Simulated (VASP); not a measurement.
Consider the following.

```
CELL_PARAMETERS angstrom
      4.23657     0.00000     0.00000
      0.00000     4.23657     0.00000
      0.00000     0.00000     4.23657
ATOMIC_POSITIONS crystal
  Ba 0.00000 0.00000 0.00000
  Zr 0.50000 0.50000 0.50000
  O  0.50000 0.00000 0.50000
  O  0.00000 0.50000 0.50000
  O  0.50000 0.50000 0.00000
```

Method: PBE GGA, VASP's PBE PAW potentials (set 64) (plane waves; VASP 6.6.1). Run with 520 eV cut-off, Gaussian smearing of 0.050 eV, potentials Ba_sv Zr_sv O.

Unless said otherwise, spin-orbit coupling is left out, though it shifts the bands of the heavy elements here.

Problem. Give the energies of bands 12 to 23 at the high-symmetry points, in eV from the valence-band maximum.

Solution. 
| band | Γ | X | M | R |
|---|---|---|---|---|
| 12 | -1.50 | -3.59 | -3.65 | -3.64 |
| 13 | -1.50 | -1.88 | -3.63 | -3.64 |
| 14 | -1.50 | -1.88 | -3.61 | -3.47 |
| 15 | -0.94 | -1.75 | -2.30 | -2.52 |
| 16 | -0.94 | -1.69 | -2.30 | -2.52 |
| 17 | -0.94 | -1.69 | -0.93 | -2.52 |
| 18 | -0.26 | -1.60 | -0.93 | 0.00 |
| 19 | -0.26 | -0.50 | -0.86 | 0.00 |
| 20 | -0.26 | -0.50 | -0.07 | 0.00 |
| 21 | 3.12 | 3.53 | 5.47 | 5.86 |
| 22 | 3.12 | 5.50 | 5.47 | 5.86 |
| 23 | 3.12 | 5.50 | 6.27 | 5.86 |

The gap is indirect, 3.12 eV, from the valence maximum at R to the conduction minimum at Γ.

The compound is BaZrO3 in the cubic perovskite structure. It was relaxed first.
